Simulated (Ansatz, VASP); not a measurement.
# C (Diamond): VASP beside Ansatz, part 2 of 2

Wanted: the spread between two codes on one cell, functional and k mesh.

VASP 6.6.1 and Ansatz 0.2.0.

So far. Step 4 (Comparison): The walks stopped with 0.01 GPa left in Ansatz and 0.02 GPa in VASP; each walk ends within a tolerance, so the volume difference is uncertain by about these residues over the bulk modulus, most in soft cells.

### 6. VASP: band structure, HSE06

Level of this step: HSE06; plane waves and PAW (C) (VASP).

The same cell, functional, mesh and smearing now go to VASP, with its own data sets and cutoff.

The run reads the wave functions of an earlier VASP run, which isn't shown here.

INCAR

```
SYSTEM = C
PREC = Accurate
ENCUT = 520
EDIFF = 1E-06
NELM = 100
ISMEAR = 0
SIGMA = 0.05
LREAL = .FALSE.
ALGO = Normal
LHFCALC = .TRUE.
AEXX = 0.25
GGA = PE
HFSCREEN = 0.2
LASPH = .TRUE.
NBANDS = 10
PRECFOCK = Fast
LORBIT = 11
LWAVE = .FALSE.
LCHARG = .FALSE.
KPAR = 2
```

POSCAR

```
C
1.0
    0.0000000000      1.7815621285      1.7815621285
    1.7815621285      0.0000000000      1.7815621285
    1.7815621285      1.7815621285      0.0000000000
C
2
Direct
    0.0000000000      0.0000000000      0.0000000000
    0.2500000000      0.2500000000      0.2500000000
```

KPOINTS

```
Automatic mesh
0
Gamma
7 7 7
0 0 0
```

KPOINTS_OPT

```
Line mode
6
Line-mode
Reciprocal
  0.00000000   0.00000000   0.00000000 GAMMA
  0.50000000   0.00000000   0.50000000 X

  0.50000000   0.00000000   0.50000000 X
  0.50000000   0.25000000   0.75000000 W

  0.50000000   0.25000000   0.75000000 W
  0.37500000   0.37500000   0.75000000 K

  0.37500000   0.37500000   0.75000000 K
  0.00000000   0.00000000   0.00000000 GAMMA

  0.00000000   0.00000000   0.00000000 GAMMA
  0.50000000   0.50000000   0.50000000 L

  0.50000000   0.50000000   0.50000000 L
  0.62500000   0.25000000   0.62500000 U

  0.62500000   0.25000000   0.62500000 U
  0.50000000   0.25000000   0.75000000 W

  0.50000000   0.25000000   0.75000000 W
  0.50000000   0.50000000   0.50000000 L

  0.50000000   0.50000000   0.50000000 L
  0.37500000   0.37500000   0.75000000 K

  0.62500000   0.25000000   0.62500000 U
  0.50000000   0.00000000   0.50000000 X
```

The projector-augmented-wave data sets are C (PBE family, release 64).

Started as:

```sh
mpirun -np 2 vasp_std
```

Numbers of over 12 decimals in the logs are rounded to 6 here.

The log of the run:

```text
[banner, memory and clock lines left out]
running    2 mpi-ranks, on    1 nodes
[...]
LDA part: xc-table for (Slater+PW92), standard interpolation
 found WAVECAR, reading the header
 POSCAR, INCAR and KPOINTS ok, starting setup
[...]
reading WAVECAR
 the WAVECAR file was read successfully
 initial charge from wavefunction
 entering main loop
       N       E                     dE             d eps       ncg     rms          rms(c)
DAV:   1    -0.210861782966E+02   -0.21086E+02   -0.14561E-01   420   0.310E+00    0.999E-02
DAV:   2    -0.210872075293E+02   -0.10292E-02   -0.22335E-03   428   0.457E-01    0.622E-02
DAV:   3    -0.210871700733E+02    0.37456E-04   -0.60122E-05   448   0.638E-02    0.351E-02
DAV:   4    -0.210871595510E+02    0.10522E-04   -0.16326E-05   420   0.322E-02    0.205E-02
DAV:   5    -0.210871568506E+02    0.27004E-05   -0.41542E-06   430   0.160E-02    0.127E-02
DAV:   6    -0.210871559894E+02    0.86128E-06   -0.10400E-06   212   0.819E-03
   1 F= -.21087156E+02 E0= -.21087156E+02  d E =-.143962E-20
 Start KPOINTS_OPT (optional k-point list driver)
k-point batch [1-20\60]
       N       E                     dE             ncg
DAV:   1     0.281236694873E+03   -0.82051E+04      400
DAV:   2    -0.141609686542E+03   -0.42285E+03      506
DAV:   3    -0.162164806428E+03   -0.20555E+02      464
DAV:   4    -0.162359605518E+03   -0.19480E+00      460
DAV:   5    -0.162361566223E+03   -0.19607E-02      454
DAV:   6    -0.162361569750E+03   -0.35272E-05      442
DAV:   7    -0.162361569758E+03   -0.78035E-08      356
[...]
k-point batch [41-60\60]
       N       E                     dE             ncg
DAV:   1     0.209623940335E+03   -0.92964E+04      416
DAV:   2    -0.205654651711E+03   -0.41528E+03      492
DAV:   3    -0.217242161081E+03   -0.11588E+02      470
DAV:   4    -0.217321796390E+03   -0.79635E-01      484
DAV:   5    -0.217321961572E+03   -0.16518E-03      482
DAV:   6    -0.217321961896E+03   -0.32419E-06      458
```

From OUTCAR (step 6):

```text
 POSITION                                       TOTAL-FORCE (eV/Angst)
 -----------------------------------------------------------------------------------
      0.00000      0.00000      0.00000        -0.000000     -0.000000     -0.000000
      0.89078      0.89078      0.89078         0.000000      0.000000      0.000000
 -----------------------------------------------------------------------------------
    total drift:                               -0.000000     -0.000000     -0.000000

  FREE ENERGIE OF THE ION-ELECTRON SYSTEM (eV)
  ---------------------------------------------------
  free  energy   TOTEN  =       -21.0871559894 eV

  energy  without entropy=      -21.0871559894  energy(sigma->0) =      -21.08715599

[... 3 further parts left out ...]
[key lines of the parts left out:]
E-fermi :   9.4615
```

### 7. Side by side

What differs besides the data sets and the points named for the pairs above, as far as they apply: exact exchange at q = 0 is treated differently, which shows on coarse meshes; the cutoff is 420 eV in Ansatz and 520 eV in VASP; VASP takes a coarser grid for exact exchange (PRECFOCK = Fast). Total energies have different zeros and are not compared.

The two programs side by side:

| quantity | Ansatz | VASP | difference |
| --- | --- | --- | --- |
| gap over the path points (eV) | 5.350 | 5.340 | +0.010 |

Levels at points of the path, from each program's valence-band top (eV; 3 filled, then empty):

| k (reciprocal lattice) | Ansatz | VASP |
| --- | --- | --- |
| 0.000 0.000 0.000 | 0.00 0.00 0.00 7.01 7.01 7.01 | 0.00 0.00 0.00 7.00 7.00 7.00 |
| 0.400 0.000 0.400 | -10.45 -6.50 -6.50 5.35 7.46 18.03 | -10.45 -6.50 -6.50 5.34 7.45 18.03 |
| 0.500 0.000 0.500 | -14.10 -6.90 -6.90 5.95 5.95 19.29 | -14.10 -6.89 -6.89 5.94 5.94 19.29 |
| 0.500 0.200 0.700 | -13.36 -8.86 -8.86 10.91 10.91 15.55 | -13.36 -8.85 -8.85 10.90 10.90 15.55 |
| 0.400 0.350 0.750 | -12.95 -10.11 -6.12 7.27 12.43 16.38 | -12.95 -10.11 -6.12 7.27 12.44 16.39 |
| 0.150 0.150 0.300 | -5.53 -4.54 -1.22 8.84 10.14 10.39 | -5.53 -4.54 -1.21 8.84 10.14 10.39 |
| 0.200 0.200 0.200 | -5.34 -1.43 -1.43 8.87 8.87 9.25 | -5.34 -1.43 -1.43 8.86 8.86 9.25 |
| 0.550 0.400 0.550 | -14.12 -5.42 -3.94 9.00 11.85 12.56 | -14.12 -5.41 -3.94 8.99 11.84 12.58 |
| 0.600 0.250 0.650 | -12.95 -10.11 -6.12 7.27 12.43 16.38 | -12.95 -10.11 -6.12 7.27 12.44 16.39 |
| 0.500 0.250 0.750 | -13.26 -9.07 -9.07 12.20 12.20 14.31 | -13.26 -9.07 -9.07 12.20 12.20 14.32 |

Among the levels compared at these points, filled levels agree within 5 meV and empty ones within 12 meV.

### 8. What came out

```json
{
 "difference in volume (relaxation of cell and atoms, r2SCAN)": "-0.24 %",
 "difference in gap over the path points (band structure, HSE06)": "0.0097 eV"
}
```

The difference in volume is -0.24 % (relaxation of cell and atoms, r2SCAN), within the 1.2 % picked in this series as the mark of a large difference, as far as the stopping tolerances let one tell. How closely two codes agree says nothing of how well the functional describes the real material.

[Lines on the potential files, build, host, timing and source positions are cut from VASP's logs without a mark.]

[Logs are printed without paths, hosts, clocks, repeated set-up lines and the standing remarks that a program may print on its own settings, such as how far it seeks lower states.]

[Hosts, paths, dates, database ids (printed as entryN), source tags and the programs' standing remarks are cut or masked in the printed files.]
